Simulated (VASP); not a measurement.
A run of VASP 6.6.1:

The input INCAR:

```
SYSTEM = GeH4NCl
PREC = Accurate
ENCUT = 520
EDIFF = 1E-7
ISMEAR = 0
SIGMA = 0.01
LREAL = .FALSE.
LASPH = .TRUE.
NELM = 60
ALGO = Normal
ISIF = 2
LWAVE = .FALSE.
LCHARG = .FALSE.
GGA = PE
NBANDS = 24
```

The input KPOINTS:

```
regular mesh
0
G
  1 1 1
  0 0 0
```

Contents of POSCAR:

```
GeH4NCl
1.0
   13.0000000000      0.0000000000      0.0000000000
    0.0000000000     12.0000000000      0.0000000000
    0.0000000000      0.0000000000     13.0000000000
N Ge Cl H
1 1 1 4
Direct
    0.4331115400      0.5942791700      0.4462730800
    0.5387115400      0.5515958300      0.5290346200
    0.5244500000      0.3801041700      0.5814423100
    0.3632653800      0.5952208300      0.4803576900
    0.4280346200      0.5525458300      0.3789653800
    0.5371269200      0.6233958300      0.6262653800
    0.6387346200      0.5564291700      0.4672038500
```

Potentials or basis: VASP PAW PBE potentials, release 64 (N, Ge_d, Cl, H).

Run with:

```bash
$ cat potpaw_PBE.64/N/POTCAR potpaw_PBE.64/Ge_d/POTCAR potpaw_PBE.64/Cl/POTCAR potpaw_PBE.64/H/POTCAR > POTCAR
$ mpirun -np 1 vasp_gam > vasp.out
```

Hardware: 1 thread of Intel(R) Xeon(R) 6975P-C (Granite Rapids), with other jobs on the host.

Task: How long does it take, and how much memory?

Result: Wall time 110 s on 1 thread of Intel(R) Xeon(R) 6975P-C (Granite Rapids), with other jobs on the host, peak memory 1.5 GiB. Counts: scf iterations 27, k points 1.
